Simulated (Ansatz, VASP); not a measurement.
**Cross-check of MgB2 between VASP and Ansatz**

One calculation is typed for both programs; each brings its own data sets. How far apart do they land? The cell is taken from a series of runs on this material, whose earlier steps may have relaxed, scaled, displaced or heated it; both programs get it as it stands.

Main program and level: Ansatz 0.2.0; plane waves, with VASP 6.6.1 beside it; zone-centre phonons at PBEsol.

## (1) Starting point

It takes space group P6/mmm (No. 191, hexagonal). The conventional cell has a = 3.062 Å, b = 3.062 Å, c = 3.505 Å, α = 90.00°, β = 90.00°, γ = 120.00°. Nearest to Mg lie 12 B at 2.49 Å. B has 3 B at 1.77 Å and 6 Mg at 2.49 Å nearest. Farther neighbours are not listed.

Structure file:

```cif
data_structure
_symmetry_space_group_name_H-M 'P6/mmm'
_symmetry_Int_Tables_number 191
_cell_length_a 3.0616
_cell_length_b 3.0616
_cell_length_c 3.5047
_cell_angle_alpha 90.000
_cell_angle_beta 90.000
_cell_angle_gamma 120.000
_cell_volume 28.45
loop_
_atom_site_label
_atom_site_type_symbol
_atom_site_symmetry_multiplicity
_atom_site_Wyckoff_symbol
_atom_site_fract_x
_atom_site_fract_y
_atom_site_fract_z
_atom_site_occupancy
Mg1 Mg 1 a 0.00000 0.00000 0.00000 1
B1 B 2 d 0.33333 0.66667 0.50000 1
```

## (2) Ansatz: zone-centre phonons, PBEsol

Ansatz runs on its default PAW (the set named soft_2) files.

Second derivatives magnify differences that forces hide, and they need a tight electronic threshold.

Contents of input.yaml:

```yaml
crystal:
  lattice:
    - [3.0616305663, 0.0, 0.0]
    - [-1.5308152831, 2.6514498474, 0.0]
    - [0.0, 0.0, 3.5047392193]
  atoms:
    - { symbol: Mg, position: [0.0, 0.0, 0.0] }
    - { symbol: B, position: [0.3333333333, 0.6666666667, 0.5] }
    - { symbol: B, position: [0.6666666667, 0.3333333333, 0.5] }
kpoints:
  mp_grid: { grid: [15, 15, 12] }
hamiltonian:
  xc: pbesol
scf:
  occupations: { method: methfessel_paxton, width: 0.15 }
output:
  eigenvalues: true
phonons:
  method: dfpt
  qmesh: [3, 3, 2]
  temperatures: { t_max: 1000, t_step: 50 }
  qpath:
    path:
      - [[0.0, 0.0, 0.0], [0.5, 0.0, 0.0], [0.33333333, 0.33333333, 0.0], [0.0, 0.0, 0.0], [0.0, 0.0, 0.5], [0.5, 0.0, 0.5], [0.33333333, 0.33333333, 0.5], [0.0, 0.0, 0.5]]
      - [[0.5, 0.0, 0.5], [0.5, 0.0, 0.0]]
      - [[0.33333333, 0.33333333, 0.5], [0.33333333, 0.33333333, 0.0]]
    npoints: 10
```

Started as:

```
$ ansatz run input.yaml --threads 4 --pin off --max-ram 7168MiB --backend cpu --events-out ev --progress --plain --runs-dir out
```

Numbers of over 12 decimals in the logs are rounded to 6 here.

The program printed:

```text
Warning: phonons: the dynamical matrix that this run interpolates holds no multipole term above the dipole-dipole one, and a site of this crystal is no centre of inversion, so its interpolated transverse optical and acoustic branches and sound speeds can stay off near Gamma, and the density of states and the thermodynamics with them. What a run solves at a wave vector of phonons.qpoints, Gamma apart, where the deck admits one, is free of this, and under fd what a larger phonons.supercell samples
Engine: ansatz 0.2.0, aarch64-unknown-linux-gnu
Pseudopotentials: kind: paw
Pseudopotential: Mg, paw, valence charge 10, recommended cutoff 420 eV (normal), Mg.paw.azcp
Pseudopotential: B, paw, valence charge 3, recommended cutoff 420 eV (normal), B.paw.azcp
Functional definition: PBEsol
  exchange = pbesol_x
  correlation = pbesol_c
Crystal: 3 atoms, lattice volume = 28.451 Å³
Basis set: ecut = 420 eV, 563 PW (Γ), exchange–correlation on 48×48×48 points (8 copies of the dense FFT grid, shifted against one another)
Bands: 12, of which v1, the nominal top of the filled ones, is band 8 counted from 1 (7 counted from 0)
Symmetry: 24 space group operations
k-points: 189 of 2700
Non-local potential: Mg, projectors of the file, l = 0: 3, l = 1: 2, l = 2: 1
Non-local potential: B, projectors of the file, l = 0: 2, l = 1: 2, l = 2: 1
PAW form: soft (Blöchl's): semilocal exchange-correlation on the pseudo side does not see the compensation charge
PAW frozen core: Mg, regenerated for the run's functional, and the local potential with it (the file was generated under x = pbe(κ = 0.804, μ = 0.219515), c = pbe(β = 0.066725))
PAW frozen core: B, regenerated for the run's functional, and the local potential with it (the file was generated under x = pbe(κ = 0.804, μ = 0.219515), c = pbe(β = 0.066725))
PAW one-centre angular grid: Mg, 110 points (default); XC on 64 Gauss nodes
PAW one-centre angular grid: B, 110 points (default); XC on 64 Gauss nodes
Initial density: superposition of atomic densities (neutral atoms: chi_scale 0, normalization atom), corrected by the library's trained network
Initial wavefunctions: pseudopotential atomic-orbital guess
Functional: x = pbesol(κ = 0.804, μ = 0.123457), c = pbesol(β = 0.046)
SCF iter   1: F=—  HF=-2217.791027 eV  |F-HF|=—  |Δ(HF+E_count)|=         —  Δρ=4.13e-3  dr2=6.36e-3  ethr=1.77e-3  ⟨swp⟩=5.0  Hψ=11895  notcnv=0
preconditioner: auto → none  [metal: Δε(μ)=0.038 eV  Ē_g=11.256 eV  σ=0.150 eV  W_gap=0.21  n_scr=8 (ndim 8)  ℏωp=19.7 eV  f_vac=0.000  D(μ)=0.85/eV (n_scr^D=2)  sad-step TF]
SCF iter   2: F=—  HF=-2217.790018 eV  |F-HF|=—  |Δ(HF+E_count)|=   1.01e-3  S|Δr|=    0.00e0  Δρ=2.32e-3  dr2=2.23e-3  ethr=3.98e-5  ⟨swp⟩=1.7  Hψ=4083  notcnv=0
SCF iter   3: F=—  HF=-2217.789320 eV  |F-HF|=—  |Δ(HF+E_count)|=   6.98e-4  S|Δr|=    0.00e0  Δρ=3.54e-4  dr2=3.90e-5  ethr=1.39e-5  ⟨swp⟩=2.3  Hψ=3090  notcnv=0
SCF iter   4: F=—  HF=-2217.789303 eV  |F-HF|=—  |Δ(HF+E_count)|=   1.78e-5  S|Δr|=    0.00e0  Δρ=6.67e-5  dr2=1.80e-6  ethr=2.44e-7  ⟨swp⟩=2.3  Hψ=3580  notcnv=0
SCF iter   5: F=—  HF=-2217.789303 eV  |F-HF|=—  |Δ(HF+E_count)|=   5.61e-8  S|Δr|=    0.00e0  Δρ=1.10e-5  dr2=5.14e-8  ethr=1.13e-8  ⟨swp⟩=2.6  Hψ=3493  notcnv=0
SCF iter   6: F=—  HF=-2217.789303 eV  |F-HF|=—  |Δ(HF+E_count)|=   1.13e-8  S|Δr|=    0.00e0  Δρ=1.56e-6  dr2=7.34e-10  ethr=3.21e-10  ⟨swp⟩=2.1  Hψ=2815  notcnv=0
SCF iter   7: F=-2217.789303 eV  HF=-2217.789303 eV  |F-HF|=1.18e-11  |Δ(HF+E_count)|=  2.36e-10  S|Δr|=    0.00e0  Δρ=2.20e-7  dr2=6.01e-12  ethr=1.00e-12  ⟨swp⟩=4.1  Hψ=10741  notcnv=0
the search or the solves at the SCF's close seem to have found levels that the self-consistency loop had missed (the run counts 1). By its estimate they hold under 1e-12 electrons; where the run keeps them, the occupations were computed again with them
SCF 1 converged in 7 iterations: F = -2217.789303 eV  dr2 = 6.01e-12
  greatest PAW one-centre occupation: 1.000 electrons in one spin orbital (limit 2), on the Mg atom at site 0 (counted from 0), in its partial waves of l = 0
Initial density: read from a saved state, or passed on in memory by an earlier SCF of this step, an earlier step, the calling program or the single point that the run made first
iter 1 solved again at ethr=3.88e-8 eV; its pass at ethr=3.10e-3 eV (dr2=6.20e-6 eV) is discarded
SCF iter   1: F=—  HF=-2217.789303 eV  |F-HF|=—  |Δ(HF+E_count)|=         —  Δρ=2.74e-7  dr2=8.02e-12  ethr=3.88e-8  ⟨swp⟩=3.4  Hψ=18716  notcnv=0
eigensolver tolerance schedule: the retry pair's looser diagonalisation over-reported the residual by 773392.55 of it (diagonalisation noise at an unbounded share of the residual, at the tolerance the schedule requests for it); recorded, not acted on — ethr = c·dr2/N_el stays at c = 1.0e-1
preconditioner: auto → none  [metal: Δε(μ)=0.010 eV  Ē_g=11.275 eV  σ=0.150 eV  W_gap=0.06  n_scr=8 (ndim 8)  ℏωp=19.7 eV  f_vac=0.000  D(μ)=0.83/eV (n_scr^D=2)]
SCF iter   2: F=—  HF=-2217.789303 eV  |F-HF|=—  |Δ(HF+E_count)|=   4.51e-7  S|Δr|=    0.00e0  Δρ=1.24e-7  dr2=2.31e-12  ethr=1.00e-12  ⟨swp⟩=6.1  Hψ=10131  notcnv=0
SCF iter   3: F=-2217.789303 eV  HF=-2217.789303 eV  |F-HF|=0.00e0  |Δ(HF+E_count)|=  9.09e-13  S|Δr|=    0.00e0  Δρ=4.93e-8  dr2=3.30e-13  ethr=1.00e-12  ⟨swp⟩=1.0  Hψ=5309  notcnv=0
SCF 2 converged in 3 iterations: F = -2217.789303 eV  dr2 = 3.30e-13
phonons: the bands overlap, so this run is a metal and interpolates without the dipole-dipole term. If the crystal is really an insulator or semiconductor, its LO-TO splitting is missing
NSCF: frozen V_eff on 189 k-points
NSCF: frozen V_eff on 448 k-points
DFPT response loops at q = (0, 0, 0) (fractional): preconditioner auto → Kerker (q_TF=auto, 2.479 Å⁻¹) (partly filled bands, converged f_vac=0.000); β = 1.00, the filter's whole step (`scf.mixing.beta` (0.50) is not read by the response loops under this deck's `scf.mixing.preconditioner`; to damp them name `kerker` or `kerker_dos`, under which they read `scf.mixing.beta`, and type it under 1.00, their step now; both keys bind the ground state too); Broyden in place of MSR1
NSCF: frozen V_eff on 896 k-points
DFPT response loops at q = (0, 0, -0.5) (fractional): mixed as the last ones told, above
NSCF: frozen V_eff on 1680 k-points
DFPT response loops at q = (0, 0.333333, 0) (fractional): mixed as the last ones told, above
NSCF: frozen V_eff on 1680 k-points
DFPT response loops at q = (0, 0.333333, -0.5) (fractional): mixed as the last ones told, above
NSCF: frozen V_eff on 1680 k-points
DFPT response loops at q = (0.333333, 0.333333, 0) (fractional): mixed as the last ones told, above
NSCF: frozen V_eff on 1680 k-points
DFPT response loops at q = (0.333333, 0.333333, -0.5) (fractional): mixed as the last ones told, above
SCF converged after 7 iterations
Stability not checked: this state was not tested for a lower state beside it, because cold or Methfessel-Paxton smearing, or corrected tetrahedra, fill the levels in a way that the test cannot read (fill_not_monotonic; see scf.lower_state_search)
Free energy (F): -2217.789303 eV
Harris-Foulkes:  -2217.789303 eV  (|F-HF|=1.18e-11)
Internal energy: -2217.788474 eV  (E = F + TS)
E sigma→0 (E₀):  -2217.789095 eV
Entropy (-TS):   -0.000829 eV (-0.276 meV/atom)
Fermi energy:    9.385490 eV
--- Per-component energies (eV) ---
  E_band       = -288.822698
  E_kinetic    = 174.573133
  E_local      = -1512.021948  (includes V_loc(G=0)·N_el)
  E_nonlocal   = 118.786999
  E_hartree    = 537.829708
  E_xc         = -93.894849
  E_vxc        = -115.068946  (∫ρ·V_xc dr)
  E_paw        = -431.444404  (= ΣΔE_a)
  E_vpaw       = -30.751259  (= ΣTr[D̂ρ^β])
  E_aug_tail   = -0.000012  (compensation charges beyond the density's cutoff)
  E_ewald      = -1011.705384
  E_core_change = 0.088284  (= ΣΔE_core)
  E_smearing   = -0.000829  (= −TS)
  E_closure    = 0.000000  (closes the sum)
  Σ components = -2217.789303   (vs F -2217.789303, Δ=0.00e0)
--- Band table (eV; the first three rows and the last of 189) ---
  k-point 0: bands = [... 4 lower, -3.1324, 6.3966, 9.7931, 9.7931, 11.0243, 15.7793, 15.7793, 17.7520]
  k-point 1: bands = [... 4 lower, -3.0709, 5.9053, 9.8170, 9.8170, 11.6573, 15.7992, 15.7992, 17.7321]
  k-point 2: bands = [... 4 lower, -2.8913, 4.8806, 9.8828, 9.8828, 13.1052, 15.8546, 15.8546, 17.6791]
  k-point 188: bands = [... 4 lower, 3.0265, 3.0265, 4.1183, 7.3485, 7.3485, 13.0026, 21.1331, 21.5276]
--- Phonons (Γ-DFPT): 4 representative perturbations + reference (Σ response iterations 12) ---
  ASR residual: 2.026e-4 → 0.000e0 eV/Å²; symmetrization residual: 1.400e-6 eV/Å²
  ASR residual per site (eV/Å²): 2.03e-4 2.89e-5 2.89e-5
  Γ frequencies (cm⁻¹): 0.00 0.00 0.00 338.68 338.68 407.85 594.67 594.67 691.59
--- Phonons (arbitrary-q DFPT): 6 irreducible q on the 3×3×2 mesh ---
  q = [0.0000, 0.0000, 0.0000] (star 1, of the zone-centre solve; hermiticity 2.49e-7, symmetrization 3.21e-11): -0.00 -0.00 0.00 338.68 338.68 407.85 594.67 594.67 691.59
  q = [0.0000, 0.0000, -0.5000] (star 1, 4 solved perturbations in 1274 linear systems a pass and spin channel, the states on 448 of 2700 k-point pairs; hermiticity 2.20e-8, symmetrization 1.01e-8): 229.88 229.88 237.86 237.86 310.18 388.52 596.77 596.77 637.99
  q = [0.0000, 0.3333, 0.0000] (star 6, 6 solved perturbations on 840 of 2700 k-point pairs; hermiticity 1.31e-7, symmetrization 6.09e-11): 221.41 236.49 313.48 378.55 433.73 606.95 623.62 742.33 782.56
  q = [0.0000, 0.3333, -0.5000] (star 6, 6 solved perturbations on 840 of 2700 k-point pairs; hermiticity 1.30e-7, symmetrization 1.10e-9): 255.40 278.51 283.80 425.36 434.67 604.47 616.71 744.69 810.98
  q = [0.3333, 0.3333, 0.0000] (star 2, 4 solved perturbations in 2324 linear systems a pass and spin channel, the states on 840 of 2700 k-point pairs; hermiticity 9.57e-8, symmetrization 4.41e-9): 273.04 298.92 298.92 429.70 429.70 647.29 710.52 710.52 774.42
  q = [0.3333, 0.3333, -0.5000] (star 2, 4 solved perturbations in 2324 linear systems a pass and spin channel, the states on 840 of 2700 k-point pairs; hermiticity 1.02e-7, symmetrization 2.17e-9): 277.58 303.66 303.66 491.51 491.51 651.04 713.29 713.29 758.66
  sum rule: each row above includes the acoustic sum rule's correction from the zone centre's row sums; it moved no ω² by more than (1.51 cm⁻¹)²
  mesh force constants: q→R imaginary residual 0.00e0; ASR residual 2.026e-4 → 0.000e0 eV/Å²; symmetrization residual 1.776e-14 eV/Å²
  interpolated dispersion: 93 rows × 9 modes
  density of states and harmonic sums: on the 24×24×18 q-mesh, interpolated from the force constants of a 3×3×2 supercell (no non-analytic term)
  largest difference from the sums on the solved wave vectors: F 2.51e-2 eV, S 3.95e-5 and C_V 1.43e-5 eV/K
  zero-point energy: 0.268973 eV/cell   skipped modes (ω ≤ 0): 3   left out of the sums: 3.22e-5 of the cell's modes: C_V's classical limit lies that fraction below 3 k_B per atom; for a crystal, a wire or a layer, F and S can be off by more, and a phonons.interpolated_qmesh denser along its periods is the remedy for the sampling
```

(Continued in part 2 of 2.)

[Lines on the potential files, build, host, timing and source positions are cut from VASP's logs without a mark.]

[Logs are printed without paths, hosts, clocks, repeated set-up lines and the standing remarks that a program may print on its own settings, such as how far it seeks lower states.]

[Hosts, paths, dates, database ids (printed as entryN), source tags and the programs' standing remarks are cut or masked in the printed files.]
